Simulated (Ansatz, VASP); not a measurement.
# TaN in two plane-wave programs, part 2 of 2

Wanted: the spread between two codes on one cell, functional and k mesh. The cell is taken from a series of runs on this material, whose earlier steps may have relaxed, scaled, displaced or heated it; both programs get it as it stands.

VASP 6.6.1 and Ansatz 0.2.0.

So far: The structure; Ansatz: zone-centre phonons, PBEsol.

## 3. VASP: zone-centre phonons, PBEsol

Level of this step: PBEsol; plane waves and PAW (N, Ta_pv) (VASP).

The same cell, functional, mesh and smearing now go to VASP, with its own data sets.

Lines of VASP's logs that name or quote its potential files are left out, and so is its time.

Contents of INCAR:

```
SYSTEM = TaN
PREC = Accurate
ENCUT = 600
EDIFF = 1E-08
NELM = 120
ISMEAR = 1
SIGMA = 0.2
LREAL = .FALSE.
ALGO = Normal
GGA = PS
NBANDS = 14
LASPH = .TRUE.
LORBIT = 11
LWAVE = .FALSE.
LCHARG = .FALSE.
ISIF = 2
IBRION = 8
GGA_COMPAT = .FALSE.
KPAR = 2
```

Contents of POSCAR:

```
TaN
1.0
    2.9291673918      0.0000000000      0.0000000000
   -1.4645836959      2.5367333733      0.0000000000
    0.0000000000      0.0000000000      2.8419005867
N Ta
1 1
Direct
    0.6666666663      0.3333333337      0.0000000000
    0.9999999996      0.0000000004      0.5000000000
```

Contents of KPOINTS:

```
Automatic mesh
0
Gamma
18 18 16
0 0 0
```

PAW data sets: N and Ta_pv (PBE family, release 64).

Launch:

```
mpirun -np 2 vasp_std
```

Numbers of over 12 decimals in the logs are rounded to 6 here.

What it wrote:

```text
[banner, memory and clock lines left out]
running    2 mpi-ranks, on    1 nodes
 distrk:  each k-point on    1 cores,    2 groups
 distr:  one band on    1 cores,    1 groups

 POSCAR found type information on POSCAR N Ta
 POSCAR found :  2 types and       2 ions
|                                                                             |
|               ----> ADVICE to this user running VASP <----                  |
|                                                                             |
|     You enforced a specific xc type in the INCAR file but a different       |
|     [... a line on the potential file left out ...]
|     I HOPE YOU KNOW WHAT YOU ARE DOING!                                     |
|                                                                             |

 LDA part: xc-table for (Slater+PW92), standard interpolation
 POSCAR, INCAR and KPOINTS ok, starting setup
 FFT: planning ... GRIDC
 FFT: planning ... GRID_SOFT
 FFT: planning ... GRID
 WAVECAR not read
 entering main loop
       N       E                     dE             d eps       ncg     rms          rms(c)
DAV:   1     0.101786978758E+03    0.10179E+03   -0.98689E+03  9332   0.134E+03
DAV:   2    -0.225387946199E+02   -0.12433E+03   -0.11791E+03 11256   0.344E+02
DAV:   3    -0.261028381550E+02   -0.35640E+01   -0.35398E+01 10878   0.576E+01
DAV:   4    -0.261213958119E+02   -0.18558E-01   -0.18553E-01 11082   0.437E+00
DAV:   5    -0.261215081309E+02   -0.11232E-03   -0.11232E-03 11028   0.327E-01    0.248E+01
DAV:   6    -0.239198755590E+02    0.22016E+01   -0.38911E+00 11188   0.247E+01    0.106E+01
DAV:   7    -0.238368089632E+02    0.83067E-01   -0.36858E-01 11658   0.619E+00    0.726E+00
DAV:   8    -0.238063919236E+02    0.30417E-01   -0.12545E-01 12534   0.340E+00    0.155E+00
DAV:   9    -0.238012235939E+02    0.51683E-02   -0.11105E-02 10482   0.961E-01    0.198E-01
DAV:  10    -0.238011427068E+02    0.80887E-04   -0.55897E-04 12762   0.292E-01    0.146E-01
DAV:  11    -0.238011005893E+02    0.42118E-04   -0.64533E-05 10632   0.841E-02    0.158E-02
DAV:  12    -0.238011005297E+02    0.59532E-07   -0.49376E-06 12168   0.202E-02    0.196E-03
DAV:  13    -0.238011004853E+02    0.44449E-07   -0.33812E-08 10574   0.180E-03    0.231E-03
DAV:  14    -0.238011004379E+02    0.47409E-07   -0.21565E-08 12066   0.142E-03    0.191E-04
DAV:  15    -0.238011004251E+02    0.12776E-07   -0.46519E-10  6144   0.228E-04    0.122E-04
DAV:  16    -0.238011004286E+02   -0.35361E-08   -0.10751E-10  6570   0.102E-04
   1 F= -.23801100E+02 E0= -.23801289E+02  d E =0.565500E-03
 Linear response reoptimize wavefunctions to high precision
DAV:   1    -0.238011004287E+02   -0.19099E-10   -0.89621E-12  6300   0.450E-05
 Linear response DOF=           4
 Linear response progress:
  Degree of freedom:   1/  4
       N       E                     dE             d eps       ncg     rms          rms(c)
RMM:   1    -0.232929511193E+00   -0.23293E+00    0.11345E-01 95707   0.288E+00
RMM:   2    -0.226569910064E+00    0.63596E-02   -0.31137E-03 69791   0.473E-01    0.182E-01
RMM:   3    -0.227392237077E+00   -0.82233E-03   -0.56079E-04 66539   0.155E-01    0.985E-02
RMM:   4    -0.228567607884E+00   -0.11754E-02   -0.30389E-04 67852   0.115E-01    0.254E-02
RMM:   5    -0.228619039758E+00   -0.51432E-04   -0.11779E-05 77281   0.274E-02    0.243E-03
RMM:   6    -0.228617151762E+00    0.18880E-05   -0.16216E-06 79033   0.538E-03    0.134E-03
RMM:   7    -0.228611191924E+00    0.59598E-05   -0.27350E-07 82778   0.181E-03    0.105E-03
RMM:   8    -0.228613065112E+00   -0.18732E-05   -0.61758E-08 80644   0.655E-04    0.238E-04
RMM:   9    -0.228610240723E+00    0.28244E-05   -0.37525E-08 73196   0.321E-04    0.263E-05
RMM:  10    -0.228610073564E+00    0.16716E-06    0.18256E-08 85815   0.103E-04    0.226E-05
RMM:  11    -0.228610041653E+00    0.31911E-07   -0.72407E-10 84326   0.334E-05    0.773E-06
RMM:  12    -0.228610043327E+00   -0.16745E-08   -0.19003E-09 80829   0.121E-05    0.242E-06
 first order change of Fermi-energy   0.29739E-04
 force on displaced ion       1 direction 1 : -14.160   0.001   0.000
 Linear response progress:
  Degree of freedom:   2/  4
       N       E                     dE             d eps       ncg     rms          rms(c)
RMM:   1    -0.236842691884E+00   -0.23684E+00    0.14664E-01 32712   0.296E+00
RMM:   2    -0.230836144824E+00    0.60065E-02   -0.37947E-03 25083   0.511E-01    0.148E-01
RMM:   3    -0.231665870615E+00   -0.82973E-03   -0.85891E-04 23722   0.179E-01    0.762E-02
RMM:   4    -0.232913191088E+00   -0.12473E-02   -0.39392E-04 24395   0.123E-01    0.223E-02
RMM:   5    -0.233036277076E+00   -0.12309E-03   -0.19752E-05 26199   0.357E-02    0.333E-03
RMM:   6    -0.233032090593E+00    0.41865E-05   -0.15337E-06 26928   0.821E-03    0.117E-03
RMM:   7    -0.233023837894E+00    0.82527E-05   -0.21893E-07 26512   0.263E-03    0.399E-04
RMM:   8    -0.233025620736E+00   -0.17828E-05   -0.21485E-08 28890   0.881E-04    0.160E-04
RMM:   9    -0.233025387143E+00    0.23359E-06   -0.42250E-09 28972   0.286E-04    0.349E-05
RMM:  10    -0.233025095280E+00    0.29186E-06   -0.68641E-09 29434   0.994E-05    0.134E-05
RMM:  11    -0.233025116136E+00   -0.20856E-07   -0.61144E-09 29817   0.374E-05    0.293E-06
RMM:  12    -0.233025135596E+00   -0.19460E-07   -0.33084E-09 27907   0.148E-05    0.129E-06
RMM:  13    -0.233025137839E+00   -0.22430E-08   -0.50205E-09 21203   0.626E-06    0.416E-07
 first order change of Fermi-energy  -0.18925E-03
 force on displaced ion       1 direction 3 :   0.000  -0.000 -15.667
 Linear response progress:
  Degree of freedom:   3/  4
       N       E                     dE             d eps       ncg     rms          rms(c)
RMM:   1    -0.133524932716E+00   -0.13352E+00    0.11583E+01 42174   0.251E+01
RMM:   2    -0.162362258178E+00   -0.28837E-01   -0.26538E-02 64798   0.151E+00    0.186E-01
RMM:   3    -0.161008564269E+00    0.13537E-02   -0.26237E-03 73641   0.329E-01    0.104E-01
RMM:   4    -0.160077291592E+00    0.93127E-03   -0.40154E-04 81757   0.125E-01    0.374E-02
RMM:   5    -0.159775126908E+00    0.30216E-03   -0.91186E-05 86191   0.333E-02    0.611E-03
RMM:   6    -0.159779668753E+00   -0.45418E-05   -0.79417E-05 83386   0.113E-02    0.210E-03
RMM:   7    -0.159782108552E+00   -0.24398E-05   -0.52568E-05 90924   0.377E-03    0.492E-04
RMM:   8    -0.159783896109E+00   -0.17876E-05   -0.28985E-05 90363   0.138E-03    0.210E-04
RMM:   9    -0.159785123379E+00   -0.12273E-05   -0.15444E-05 83833   0.638E-04    0.442E-05
RMM:  10    -0.159785363340E+00   -0.23996E-06   -0.74076E-06 89484   0.298E-04    0.195E-05
RMM:  11    -0.159785431853E+00   -0.68512E-07   -0.38257E-06 92428   0.136E-04    0.769E-06
RMM:  12    -0.159785440170E+00   -0.83171E-08   -0.20207E-06 93069   0.689E-05    0.701E-06
RMM:  13    -0.159785455676E+00   -0.15507E-07   -0.11021E-06 86894   0.388E-05    0.600E-06
RMM:  14    -0.159785515701E+00   -0.60024E-07   -0.60510E-07 78621   0.267E-05    0.603E-06
RMM:  15    -0.159785477784E+00    0.37917E-07   -0.31733E-07 74829   0.166E-05    0.270E-06
RMM:  16    -0.159785490308E+00   -0.12524E-07   -0.19028E-07 59984   0.934E-06    0.751E-07
RMM:  17    -0.159785491261E+00   -0.95275E-09   -0.10079E-07 48057   0.646E-06    0.511E-07
RMM:  18    -0.159785493287E+00   -0.20264E-08   -0.57865E-08 42469   0.485E-06    0.415E-07
 first order change of Fermi-energy  -0.61706E-04
 force on displaced ion       2 direction 1 : -14.158   0.001   0.000
 Linear response progress:
  Degree of freedom:   4/  4
       N       E                     dE             d eps       ncg     rms          rms(c)
RMM:   1    -0.149365077726E+00   -0.14937E+00    0.10198E+01 14985   0.245E+01
RMM:   2    -0.178018746165E+00   -0.28654E-01   -0.27452E-02 22227   0.151E+00    0.137E-01
RMM:   3    -0.177319412239E+00    0.69933E-03   -0.20932E-03 26182   0.296E-01    0.743E-02
RMM:   4    -0.176761698865E+00    0.55771E-03   -0.19958E-04 27559   0.100E-01    0.216E-02
RMM:   5    -0.176629213222E+00    0.13249E-03   -0.28943E-05 29456   0.289E-02    0.655E-03
RMM:   6    -0.176604616257E+00    0.24597E-04   -0.36461E-05 27824   0.106E-02    0.920E-04
RMM:   7    -0.176606150532E+00   -0.15343E-05   -0.25053E-05 30510   0.324E-03    0.389E-04
RMM:   8    -0.176608028913E+00   -0.18784E-05   -0.15419E-05 31133   0.128E-03    0.129E-04
RMM:   9    -0.176608763670E+00   -0.73476E-06   -0.89520E-06 29616   0.557E-04    0.519E-05
RMM:  10    -0.176609179005E+00   -0.41533E-06   -0.50086E-06 29027   0.317E-04    0.166E-05
RMM:  11    -0.176609510499E+00   -0.33149E-06   -0.29560E-06 31513   0.160E-04    0.972E-06
RMM:  12    -0.176609381718E+00    0.12878E-06   -0.17422E-06 28032   0.916E-05    0.435E-06
RMM:  13    -0.176609381529E+00    0.18901E-09   -0.11199E-06 30555   0.503E-05    0.590E-06
RMM:  14    -0.176609370780E+00    0.10748E-07   -0.66181E-07 27045   0.304E-05    0.749E-06
RMM:  15    -0.176609361453E+00    0.93276E-08   -0.41191E-07 21886   0.192E-05    0.869E-06
RMM:  16    -0.176609360099E+00    0.13539E-08   -0.24402E-07 15759   0.126E-05    0.906E-06
RMM:  17    -0.176609355084E+00    0.50150E-08   -0.15871E-07 18098   0.885E-06    0.955E-06
RMM:  18    -0.176609359858E+00   -0.47737E-08   -0.94304E-08 12647   0.617E-06    0.940E-06
 first order change of Fermi-energy  -0.78205E-03
 force on displaced ion       2 direction 3 :   0.000  -0.000 -15.661
 Linear response finished
```

Parts of OUTCAR (step 3):

```text
ion  position               nearest neighbor table
   1  0.667  0.333  0.000-   2 2.21   2 2.21   2 2.21   2 2.21   2 2.21   2 2.21
   2  1.000  0.000  0.500-   1 2.21   1 2.21   1 2.21   1 2.21   1 2.21   1 2.21

  LATTYP: Found a hexagonal cell.
 ALAT       =     2.9291673918
 C/A-ratio  =     0.9702076415

 Subroutine GETGRP returns: Found 12 space group operations
 (whereof 12 operations were pure point group operations)

The static configuration has the point symmetry D_3h.

 Found    333 irreducible k-points:

   k-points           NKPTS =    333   k-points in BZ     NKDIM =    333   number of bands    NBANDS=     14

   dimension x,y,z NGX =    24 NGY =   24 NGZ =   24
   dimension x,y,z NGXF=    48 NGYF=   48 NGZF=   48

   ENCUT  =  600.0 eV  44.10 Ry    6.64 a.u.   5.85  5.85  5.68*2*pi/ulx,y,z

   NELECT =      16.0000    total number of electrons

 k-points in reciprocal lattice and weights: Automatic mesh
   0.00000000  0.00000000  0.00000000       0.000
   0.05555556  0.00000000  0.00000000       0.001
   0.11111111  0.00000000  0.00000000       0.001
   0.16666667  0.00000000  0.00000000       0.001
   0.22222222  0.00000000  0.00000000       0.001
   0.27777778  0.00000000  0.00000000       0.001
   0.33333333 -0.00000000  0.00000000       0.001
   0.38888889  0.00000000  0.00000000       0.001
   0.44444444  0.00000000  0.00000000       0.001
[...]
0.33333333  0.27777778  0.50000000       0.002
   0.33333333  0.33333333  0.50000000       0.000

 average (electrostatic) potential at core
       1 -61.5676       2 -34.5259

  Total        0.0993269      0.0993269      1.2161248      0.0000000     -0.0000000      0.0000000
  in kB        7.5361513      7.5361513     92.2700625      0.0000000     -0.0000000      0.0000000
  external PRESSURE =      35.7807884 kB  Pullay stress =       0.0000000 kB

  energy-cutoff  :      600.00
  volume of cell :       21.12
      direct lattice vectors                 reciprocal lattice vectors
     2.929167392  0.000000000  0.000000000     0.341393941  0.197103884  0.000000000
    -1.464583696  2.536733373  0.000000000     0.000000000  0.394207768  0.000000000
     0.000000000  0.000000000  2.841900587     0.000000000  0.000000000  0.351877193

 POSITION                                       TOTAL-FORCE (eV/Angst)
 -----------------------------------------------------------------------------------
      1.46458      0.84558      0.00000         0.000000     -0.000000      0.000000
      2.92917      0.00000      1.42095        -0.000000      0.000000      0.000000
 -----------------------------------------------------------------------------------
    total drift:                                0.000001     -0.000001     -0.000000

 Eigenvectors and eigenvalues of the dynamical matrix
 ----------------------------------------------------

   1 f  =   17.164936 THz   107.850473 2PiTHz  572.560632 cm-1    70.988439 meV
             X         Y         Z           dx          dy          dz
      1.464584  0.845578  0.000000     0.000000    0.000000    0.963436
      2.929167  0.000000  1.420950    -0.000000    0.000000   -0.267939

   2 f  =   16.318872 THz   102.534497 2PiTHz  544.338976 cm-1    67.489401 meV
             X         Y         Z           dx          dy          dz
      1.464584  0.845578  0.000000    -0.000000    0.963427    0.000000
      2.929167  0.000000  1.420950     0.000000   -0.267971    0.000000

   3 f  =   16.318872 THz   102.534497 2PiTHz  544.338976 cm-1    67.489401 meV
             X         Y         Z           dx          dy          dz
      1.464584  0.845578  0.000000    -0.963427   -0.000000    0.000000
      2.929167  0.000000  1.420950     0.267971    0.000000    0.000000

   4 f/i=    0.000334 THz     0.002097 2PiTHz    0.011134 cm-1     0.001380 meV
             X         Y         Z           dx          dy          dz
      1.464584  0.845578  0.000000    -0.267971    0.000000   -0.000000
      2.929167  0.000000  1.420950    -0.963427   -0.000000    0.000000

   5 f/i=    0.000334 THz     0.002097 2PiTHz    0.011134 cm-1     0.001380 meV
             X         Y         Z           dx          dy          dz
      1.464584  0.845578  0.000000     0.000000   -0.267971    0.000000
      2.929167  0.000000  1.420950    -0.000000   -0.963427    0.000000

   6 f/i=    0.000920 THz     0.005778 2PiTHz    0.030673 cm-1     0.003803 meV
             X         Y         Z           dx          dy          dz
      1.464584  0.845578  0.000000    -0.000000    0.000000   -0.267939
      2.929167  0.000000  1.420950     0.000000    0.000000   -0.963436

 ELASTIC MODULI CONTR FROM IONIC RELAXATION (kBar)
 Direction    XX          YY          ZZ          XY          YZ          ZX
 --------------------------------------------------------------------------------
 XX         -23.2632     23.2632      0.0000      0.0000      0.0000      0.0000
 YY          23.2632    -23.2632      0.0000     -0.0000      0.0000      0.0000
 ZZ           0.0000      0.0000      0.0000      0.0000      0.0000      0.0000
 XY           0.0000     -0.0000      0.0000    -23.2632      0.0000      0.0000
 YZ           0.0000      0.0000      0.0000      0.0000      0.0000      0.0000
 ZX           0.0000      0.0000      0.0000      0.0000      0.0000      0.0000
 --------------------------------------------------------------------------------
```

## 4. Comparison

Known differences besides the potentials themselves: the data sets hold 18 valence electrons in Ansatz (on its PAW soft_1 files) and 16 in VASP; the cutoff is 420 eV in Ansatz and 600 eV in VASP; Ansatz makes its cores anew for this functional, VASP keeps those of its PBE data sets. Total energies have different zeros and are not compared.

The two programs side by side:

```csv
quantity,Ansatz,VASP,difference
optical mode 1 to 2 (cm⁻¹),541.0,544.3,-0.62 %
optical mode 3 (cm⁻¹),569.8,572.6,-0.49 %
```

Modes are paired by rising frequency, not by their patterns, so a pair may set unlike modes beside each other; they are those without the splitting of longitudinal modes.

## 5. Results

| Property | Result |
| --- | --- |
| r.m.s. difference of the optical zone-centre modes, each program's sorted by frequency (zone-centre phonons, PBEsol) | 3.2 cm⁻¹ |
| difference in optical mode 1 to 2 (zone-centre phonons, PBEsol) | -0.6 % |

What this shows: The r.m.s. difference of the optical zone-centre modes, each program's sorted by frequency is 3.2 cm⁻¹ (zone-centre phonons, PBEsol). The data sets hold unlike numbers of valence electrons (18 in Ansatz and 16 in VASP), so part of the differences comes from the potentials. Among the rows given in per cent, the largest difference of the zone-centre phonons, PBEsol pair is in optical mode 1 to 2, -0.6 %. Such differences can come from data sets, numerical settings and the points named under the comparisons, not from the functional's error against experiment.

[Lines on the potential files, build, host, timing and source positions are cut from VASP's logs without a mark.]

[Logs are printed without paths, hosts, clocks, repeated set-up lines and the standing remarks that a program may print on its own settings, such as how far it seeks lower states.]

[Hosts, paths, dates, database ids (printed as entryN), source tags and the programs' standing remarks are cut or masked in the printed files.]
